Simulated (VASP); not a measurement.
An input for Quantum ESPRESSO's pw.x (written as the equivalent of a VASP run, and not itself run):

```
&CONTROL
  calculation = 'vc-relax'
  pseudo_dir = './pseudo'
  outdir = './out'
  tprnfor = .true.
  tstress = .true.
  nstep = 40
  forc_conv_thr = 0.00078
/
&SYSTEM
  ibrav = 0
  nat = 8
  ntyp = 3
  ecutwfc = 92
  occupations = 'smearing'
  smearing = 'gaussian'
  degauss = 0.003675
  input_dft = 'pz'
/
&ELECTRONS
  conv_thr = 7.3e-08
  electron_maxstep = 100
/
&IONS
/
&CELL
  press = 100
/
ATOMIC_SPECIES
  Ga 69.723 Ga.upf
  Cu 63.546 Cu.upf
  Se 78.971 Se.upf
CELL_PARAMETERS angstrom
    -2.6682509    2.6682509    5.2994573
     2.6682509   -2.6682509    5.2994573
     2.6682509    2.6682509   -5.2994573
ATOMIC_POSITIONS crystal
  Ga   0.5000000  0.5000000  1.0000000
  Ga   0.2500000  0.7500000  0.5000000
  Cu   1.0000000  0.0000000  1.0000000
  Cu   0.7500000  0.2500000  0.5000000
  Se   0.8750000  0.8844787  0.5094787
  Se   0.1155213  0.6250000  0.9905213
  Se   0.3750000  0.3655213  0.4905213
  Se   0.6344787  0.1250000  0.0094787
K_POINTS automatic
  6 6 6 0 0 0
```

Question: Translate this input to VASP (INCAR, KPOINTS, POSCAR, choice of POTCAR).

Answer: Several could match; the one computed here: 
File KPOINTS:
```
Automatic mesh
0
gamma
  6 6 6
0 0 0
```

### POSCAR
```
CuGaSe2
1
   -2.6682508659     2.6682508659     5.2994572529
    2.6682508659    -2.6682508659     5.2994572529
    2.6682508659     2.6682508659    -5.2994572529
Ga Cu Se
2 2 4
Direct
  0.5000000000   0.5000000000   1.0000000000
  0.2500000000   0.7500000000   0.5000000000
  1.0000000000   0.0000000000   1.0000000000
  0.7500000000   0.2500000000   0.5000000000
  0.8750000000   0.8844786700   0.5094786700
  0.1155213300   0.6250000000   0.9905213300
  0.3750000000   0.3655213300   0.4905213300
  0.6344786700   0.1250000000   0.0094786700
```

### INCAR
```
ALGO = Normal
EDIFF = 1E-6
EDIFFG = -0.02
ENCUT = 500
IBRION = 2
ISIF = 3
ISMEAR = 0
LASPH = .TRUE.
LCHARG = .FALSE.
LMAXMIX = 4
LREAL = .FALSE.
LWAVE = .FALSE.
NELM = 100
NSW = 40
PREC = Accurate
PSTRESS = 100
SIGMA = 0.05
SYSTEM = CuGaSe2
```

POTCAR, in this order: Ga_d Cu Se (LDA.64 set). Program: vasp_std.

The two are equivalent in intent, not identical: the potentials are each code's own (VASP's PAW set, PseudoDojo norm-conserving files in pw.x), so ENCUT and ecutwfc are chosen apart and not converted; conv_thr bounds pw.x's estimated SCF error, while EDIFF bounds the energy change between steps; forc_conv_thr acts on force components and is met together with etot_conv_thr.

The compound is CuGaSe2 in the chalcopyrite structure. It was relaxed first under an external pressure of 10 GPa.
